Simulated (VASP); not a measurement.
Output of a VASP run:

### OSZICAR
```
       N       E                     dE             d eps       ncg     rms          rms(c)
DAV:   1     0.680206736898E+02    0.68021E+02   -0.97533E+03  1008   0.149E+03
DAV:   2    -0.335943708515E+02   -0.10162E+03   -0.93416E+02  1444   0.324E+02
DAV:   3    -0.374330862009E+02   -0.38387E+01   -0.38078E+01  1292   0.639E+01
DAV:   4    -0.374597458626E+02   -0.26660E-01   -0.26646E-01  1220   0.546E+00
DAV:   5    -0.374600011468E+02   -0.25528E-03   -0.25524E-03  1268   0.512E-01    0.118E+01
DAV:   6    -0.343629938093E+02    0.30970E+01   -0.72787E+00  1208   0.247E+01    0.541E+00
DAV:   7    -0.340766898107E+02    0.28630E+00   -0.59952E-01  1180   0.765E+00    0.319E+00
DAV:   8    -0.340250667105E+02    0.51623E-01   -0.15347E-01  1168   0.354E+00    0.324E-01
DAV:   9    -0.340231122139E+02    0.19545E-02   -0.72372E-03  1180   0.921E-01    0.186E-01
DAV:  10    -0.340234606878E+02   -0.34847E-03   -0.51475E-04  1200   0.236E-01    0.270E-02
DAV:  11    -0.340234785121E+02   -0.17824E-04   -0.74972E-05  1212   0.814E-02    0.200E-02
DAV:  12    -0.340234779058E+02    0.60633E-06   -0.15049E-05  1252   0.372E-02    0.249E-03
DAV:  13    -0.340234780014E+02   -0.95575E-07   -0.37246E-07   736   0.675E-03
   1 F= -.26928991E+02 E0= -.26928991E+02  d E =-.269290E+02
```

File OUTCAR:
```
------------------------ aborting loop because EDIFF is reached ----------------------------------------
  FORCE on cell =-STRESS in cart. coord.  units (eV):
  Direction    XX          YY          ZZ          XY          YZ          ZX
  --------------------------------------------------------------------------------------
  Total        7.1486804      7.1486927      7.1110329      0.0000000      0.0000000      0.0000000
  in kB      453.4374470    453.4382248    451.0494834      0.0000000      0.0000000      0.0000000
  external PRESSURE =       2.6417184 kB  Pullay stress =     450.0000000 kB
  volume of cell :       25.26
      direct lattice vectors                 reciprocal lattice vectors
     1.225764685 -2.123088533  0.000000000     0.407908635 -0.235505959  0.000000000
     1.225764685  2.123088533  0.000000000     0.407908635  0.235505959  0.000000000
     0.000000000  0.000000000  4.853040062     0.000000000  0.000000000  0.206056407
  FREE ENERGIE OF THE ION-ELECTRON SYSTEM (eV)
  ---------------------------------------------------
  free  energy   TOTEN  =       -34.0234780014 eV

  energy  without entropy=      -34.0234780014  energy(sigma->0) =      -34.02347800
  enthalpy is  TOTEN    =       -26.9289907432 eV   P V=        7.0944872581

 reached required accuracy - stopping structural energy minimisation
```
(Selected blocks of OUTCAR.)

File POSCAR:
```
BN
1
    1.2257646848    -2.1230885332    -0.0000000000
    1.2257646848     2.1230885332     0.0000000000
    0.0000000000     0.0000000000     4.8530400620
B N
2 2
Direct
  0.3333330000   0.6666670000   0.2500000000
  0.6666670000   0.3333330000   0.7500000000
  0.6666670000   0.3333330000   0.2500000000
  0.3333330000   0.6666670000   0.7500000000
```

Write an INCAR and KPOINTS that could have produced this output.

One answer among several that fit: the input of the run itself, PBE GGA, plane waves, VASP's PBE PAW potentials (set 64).

### INCAR
```
LASPH  =  .TRUE.   # aspherical one-centre terms
NELM  =  100
EDIFF  =  1E-6   # SCF stop (eV)
PREC  =  Accurate
PSTRESS  =  450
ENCUT  =  620   # plane-wave cut-off (eV)
EDIFFG  =  -0.02   # ionic stop
SYSTEM  =  BN
ALGO  =  Normal
GGA  =  PE   # PBE
LREAL  =  .FALSE.
ISMEAR  =  0
LWAVE  =  .FALSE.
ISIF  =  3   # ions, shape and volume
SIGMA  =  0.05
LCHARG  =  .FALSE.
IBRION  =  2   # conjugate gradients
NSW  =  40
```

File KPOINTS:
```
Automatic mesh
0
Gamma
10 10 5
0 0 0
```

POTCAR, in this order: B N (PBE.64 set). Program: vasp_std.

Without a dispersion term in the relaxation, distances and binding between the weakly bound layers, chains or molecules are unreliable, and so is what depends on them.

The compound is BN in the hex structure. It was relaxed first under an external pressure of 45 GPa.
